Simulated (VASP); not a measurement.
# SiH₃I: training a force field on the fly

SiH₃I, molecule in box, 5 atoms in the cell. PBE, machine-learned force field trained on the fly; PAW potentials Si, I, H (PBE set).

## Input

INCAR.step1:
```
  ALGO = Fast
  ANDERSEN_PROB = 0.1
  EDIFF = 1E-5
  ENCUT = 250
  IBRION = 0
  ISIF = 2
  ISMEAR = 0
  ISYM = 0
  LCHARG = False
  LREAL = False
  LWAVE = False
  MDALGO = 1
  ML_CTIFOR = 1E-6
  ML_ICRITERIA = 0
  ML_LMLFF = True
  ML_MODE = train
  ML_NMDINT = 1
  ML_WTSIF = 1E-10
  NELM = 100
  NELMIN = 4
  NSW = 160
  POTIM = 0.7
  PREC = Normal
  RANDOM_SEED = 760280 0 0
  SIGMA = 0.05
  TEBEG = 300
```

INCAR.step2:
```
  ALGO = Fast
  EDIFF = 1E-5
  ENCUT = 250
  IBRION = 0
  ISIF = 2
  ISMEAR = 0
  ISYM = 0
  LANGEVIN_GAMMA = 10 10 10
  LCHARG = False
  LREAL = False
  LWAVE = False
  MDALGO = 3
  ML_CTIFOR = 0.02
  ML_LMLFF = True
  ML_MODE = train
  ML_NMDINT = 2
  ML_WTSIF = 1E-10
  NELM = 100
  NELMIN = 4
  NSW = 2000
  POTIM = 0.7
  PREC = Normal
  RANDOM_SEED = 832731 0 0
  SIGMA = 0.05
  TEBEG = 180
  TEEND = 375
```

INCAR.step3:
```
  ALGO = Fast
  EDIFF = 1E-5
  ENCUT = 250
  ISMEAR = 0
  ISYM = 0
  LCHARG = False
  LREAL = False
  LWAVE = False
  ML_LMLFF = True
  ML_MODE = refit
  ML_WTSIF = 1E-10
  NELM = 100
  NELMIN = 4
  PREC = Normal
  SIGMA = 0.05
```

INCAR.step4:
```
  ENCUT = 250
  IBRION = -1
  ISMEAR = 0
  ISYM = 0
  LCHARG = False
  LWAVE = False
  ML_LMLFF = True
  ML_MODE = run
  NSW = 0
  NWRITE = 2
  PREC = Normal
  SIGMA = 0.05
```

INCAR.step5:
```
  ALGO = Fast
  EDIFF = 1E-5
  ENCUT = 250
  ISMEAR = 0
  ISYM = 0
  LCHARG = False
  LREAL = False
  LWAVE = False
  NELM = 100
  NELMIN = 4
  PREC = Normal
  SIGMA = 0.05
```

INCAR.step6:
```
  EDIFFG = -2E-4
  ENCUT = 250
  IBRION = 2
  ISIF = 2
  ISMEAR = 0
  ISYM = 0
  LCHARG = False
  LWAVE = False
  ML_LMLFF = True
  ML_MODE = run
  NSW = 300
  NWRITE = 0
  PREC = Normal
  SIGMA = 0.05
```

KPOINTS:
```
k-points
0
Gamma
  1 1 1
```

POSCAR.step1:
```
SiH3I
1.0
    9.5000000000      0.0000000000      0.0000000000
    0.0000000000      8.5000000000      0.0000000000
    0.0000000000      0.0000000000      8.5000000000
Si I H
1 1 3
Direct
    0.4423947400      0.4773470600      0.5005823500
    0.6606368400      0.3605705900      0.5964764700
    0.3393631600      0.4796647000      0.6313117600
    0.3891631600      0.3802882400      0.3686882400
    0.4728263200      0.6394294100      0.4464647100
```

Commands (each step's output is kept before the next begins):
```
cat potpaw_PBE.64/Si/POTCAR potpaw_PBE.64/I/POTCAR potpaw_PBE.64/H/POTCAR > POTCAR
cp INCAR.step1 INCAR
cp POSCAR.step1 POSCAR
mpirun -np 4 vasp_gam > vasp.out
cp ML_ABN ../ML_AB
cp CONTCAR POSCAR
cp ../ML_AB ML_AB
cp INCAR.step2 INCAR
mpirun -np 4 vasp_gam > vasp.out
cp ML_ABN ../ML_AB
cp CONTCAR POSCAR
cp ../ML_AB ML_AB
cp INCAR.step3 INCAR
mpirun -np 4 vasp_gam > vasp.out
cp ML_FFN ../ML_FF
cp ../ML_FF ML_FF
rm ML_AB
cp INCAR.step4 INCAR
mpirun -np 4 vasp_gam > vasp.out
cp INCAR.step5 INCAR
mpirun -np 4 vasp_gam > vasp.out
cp INCAR.step6 INCAR
mpirun -np 4 vasp_gam > vasp.out
cp CONTCAR ../POSCAR.min
cp CONTCAR POSCAR
cp INCAR.step5 INCAR
mpirun -np 4 vasp_gam > vasp.out
cp INCAR.step4 INCAR
mpirun -np 4 vasp_gam > vasp.out
```

## Result

- Force error of the fit (eV/Å): 0.002
- Energy error of the fit (eV/atom): 0.0000

The training runs are MD at 180 to 375 K, 1.5 ps in all.

Between the relaxed minimum and a frame of the training run, the force field gives 0.437 eV and DFT 0.414 eV.

ML_LOGFILE.step1:
```
# STATUS This line describes the overall status of each step.
# STATUS
# STATUS nstep ..... MD time step or input structure counter
# STATUS state ..... One-word description of step action
# STATUS             - "accurate"  (1) : Errors are low, force field is used
# STATUS             - "threshold" (2) : Errors exceeded threshold, structure is sampled from ab initio
# STATUS             - "learning"  (3) : Stored configurations are used for training force field
# STATUS             - "critical"  (4) : Errors are high, ab initio sampling and learning is enforced
# STATUS             - "predict"   (5) : Force field is used in prediction mode only, no error checking
# STATUS             - "predfast"  (6) : Prediction mode only, no error checking, no error estimates
# STATUS             - "interval"  (7) : Errors exceeded threshold, but too close to last sampling (ML_NMDINT)
# STATUS is ........ Integer representation of above one-word description (integer in parenthesis)
# STATUS doabin .... Perform ab initio calculation (T/F)
# STATUS iff ....... Force field available (T/F, False after startup hints to possible convergence problems)
[... 34 lines left out ...]
BEEF                  157   6.62885633E-06   2.43758248E-03   1.24622685E-03   1.00000000E-06   3.38576075E-02   2.27423520E-02
BEEF                  158   6.71445738E-06   2.40182520E-03   1.23881761E-03   1.00000000E-06   3.43269336E-02   2.30039448E-02
BEEF                  159   6.71988240E-06   2.27578407E-03   1.18060779E-03   1.00000000E-06   3.39109819E-02   2.26917540E-02
BEEF                  160   6.68080117E-06   2.18559964E-03   1.12274961E-03   1.00000000E-06   3.34198077E-02   2.22381677E-02
ERR                   157   7.56623766E-05   4.89930696E-03   1.27518185E+00
ERR                   158   7.67075332E-05   4.98090170E-03   1.26479480E+00
ERR                   159   7.63114205E-05   4.99431116E-03   1.26743244E+00
ERR                   160   7.64550882E-05   4.97719136E-03   1.27125230E+00
```

ML_LOGFILE.step2:
```
# STATUS This line describes the overall status of each step.
# STATUS
# STATUS nstep ..... MD time step or input structure counter
# STATUS state ..... One-word description of step action
# STATUS             - "accurate"  (1) : Errors are low, force field is used
# STATUS             - "threshold" (2) : Errors exceeded threshold, structure is sampled from ab initio
# STATUS             - "learning"  (3) : Stored configurations are used for training force field
# STATUS             - "critical"  (4) : Errors are high, ab initio sampling and learning is enforced
# STATUS             - "predict"   (5) : Force field is used in prediction mode only, no error checking
# STATUS             - "predfast"  (6) : Prediction mode only, no error checking, no error estimates
# STATUS             - "interval"  (7) : Errors exceeded threshold, but too close to last sampling (ML_NMDINT)
# STATUS is ........ Integer representation of above one-word description (integer in parenthesis)
# STATUS doabin .... Perform ab initio calculation (T/F)
# STATUS iff ....... Force field available (T/F, False after startup hints to possible convergence problems)
[... 31 lines left out ...]
SPRSC                1953       165       165 Si        44        42 I         36        35 H        104       102
BEEF                 1997   7.59019900E-05   1.70249809E-02   7.24337248E-03   2.00000000E-02   8.01615528E-02   4.41569536E-02
BEEF                 1998   7.93652037E-05   1.76455617E-02   7.52542829E-03   2.00000000E-02   8.25227443E-02   4.54089423E-02
BEEF                 1999   8.00521311E-05   1.76089887E-02   7.57386450E-03   2.00000000E-02   8.27257830E-02   4.55262629E-02
BEEF                 2000   7.95393481E-05   1.73069714E-02   7.52345599E-03   2.00000000E-02   8.20903695E-02   4.51473933E-02
ERR                     0   7.64099887E-05   4.97288609E-03   1.27081254E+00
ERR                  1953   1.18718705E-04   4.85377146E-03   1.24748866E+00
```

ML_LOGFILE.step3:
```
# STATUS This line describes the overall status of each step.
# STATUS
# STATUS nstep ..... MD time step or input structure counter
# STATUS state ..... One-word description of step action
# STATUS             - "accurate"  (1) : Errors are low, force field is used
# STATUS             - "threshold" (2) : Errors exceeded threshold, structure is sampled from ab initio
# STATUS             - "learning"  (3) : Stored configurations are used for training force field
# STATUS             - "critical"  (4) : Errors are high, ab initio sampling and learning is enforced
# STATUS             - "predict"   (5) : Force field is used in prediction mode only, no error checking
# STATUS             - "predfast"  (6) : Prediction mode only, no error checking, no error estimates
# STATUS             - "interval"  (7) : Errors exceeded threshold, but too close to last sampling (ML_NMDINT)
# STATUS is ........ Integer representation of above one-word description (integer in parenthesis)
# STATUS doabin .... Perform ab initio calculation (T/F)
# STATUS iff ....... Force field available (T/F, False after startup hints to possible convergence problems)
[... 20 lines left out ...]
# BEEF bee_ave_stress ... Bayesian error estimate of stresses (average) (kB)
# BEEF              nstep       bee_energy    bee_max_force    bee_ave_force        threshold   bee_max_stress   bee_ave_stress
# BEEF                  2                3                4                5                6                7                8
# SPRSC This line shows the results of sparsification regarding the number
# SPRSC of reference structures and local reference configurations.
# SPRSC
STATUS                  0  learning  3      T      F         0         0
STATUS                  1  accurate  1      F      T         1         1
SPRSC                   0       165       165 Si        42        42 I         35        35 H        102       102
ERR                     0   4.36615391E-05   2.14552275E-03   1.29310583E+00
```

Limits: the nuclei move classically.

VASP 6.6.1 took 202 s on 4 cores (Intel Xeon Platinum 8488C (Sapphire Rapids)), a shared host.
